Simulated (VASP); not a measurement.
Energy against volume of CrO2 (rutile). Method: PBE GGA with D3 dispersion (Becke-Johnson damping), VASP's PBE PAW potentials (set 64) (plane waves; VASP 6.6.1). Run with 520 eV cut-off, 7×7×10 Γ-centred mesh, first-order Methfessel-Paxton smearing of 0.10 eV, potentials Cr_pv O.

Shape and ions are relaxed at each volume.

```tsv
V (Å³/atom)	E (eV/atom)
9.216	-8.57159
9.501	-8.57942
9.786	-8.57435
10.071	-8.55857
```

Task: Fit these four points and predict the energy of the run at 8.930 Å³/atom.

Result: A cubic in V^(−2/3), the third-order Birch-Murnaghan form, passes through the four points with V0 = 9.52 Å³/atom and B0 = 238 GPa, and gives -8.5482 eV/atom there. The run gave -8.5484 eV/atom, -0.3 meV/atom from the fit; all five points give B0 = 237 GPa.

The compound is CrO2 in the rutile structure. It was relaxed first.
